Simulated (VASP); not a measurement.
Input:

```yaml
crystal:
  lattice:
    - [2.91037, 0.00000, 0.00000]
    - [-1.45519, 2.52046, 0.00000]
    - [0.00000, 0.00000, 5.17837]
  atoms:
    - { symbol: Mn, position: [0.33333, 0.66667, 0.01056], spin: 1.2 }
    - { symbol: Mn, position: [0.66667, 0.33333, 0.51056], spin: 1.2 }
    - { symbol: N, position: [0.33333, 0.66667, 0.36444] }
    - { symbol: N, position: [0.66667, 0.33333, 0.86444] }
```

All values below come from PBEsol GGA, VASP's PBE PAW potentials (set 64) (plane waves; VASP). Run with 520 eV cut-off, 13×13×7 Γ-centred mesh, tetrahedra with Blöchl corrections, potentials Mn_pv N.

The cores are frozen, which limits the accuracy of field gradients. The moments were started parallel, and other spin orders were not tried in this run.

Task: Give the principal components of the electric field gradient (V/Å²) and the asymmetry η at each nucleus.

Result: 
```tsv
atom	Vxx	Vyy	Vzz	η
Mn1	-0.8	-0.7	1.5	0.00
Mn2	-0.8	-0.7	1.5	0.00
N3	1.6	1.6	-3.1	0.00
N4	1.6	1.6	-3.1	0.00
```

The structure was generated: MnN was put into the wurtzite type (P6_3mc), which need not be its known phase. It was relaxed first, which changed the volume by -33 %.
